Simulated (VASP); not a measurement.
Data:

```
CdSe
1.0
    2.23906    -3.87816     0.00000
    2.23906     3.87816     0.00000
    0.00000     0.00000     7.30320
Cd Se
2 2
Direct
  0.66667   0.33333   0.50003
  0.33333   0.66667   0.00003
  0.66667   0.33333   0.87597
  0.33333   0.66667   0.37597
```

All values below come from PBE GGA, VASP's PBE PAW potentials (set 64) (plane waves; VASP 6.6.1). Run with 520 eV cut-off, 7×7×4 Γ-centred mesh, Gaussian smearing of 0.050 eV, potentials Cd Se.

### Question
What does the run give for the energy per atom (σ→0), pressure?

### Answer

energy per atom (σ→0): -2.735 eV/atom
pressure: -2.26 GPa

Total energies compare only between runs with the same potentials, cut-off and functional.

The compound is CdSe in the wurtzite structure. This cell is one point of a volume scan, at 1.06 of the reference volume.
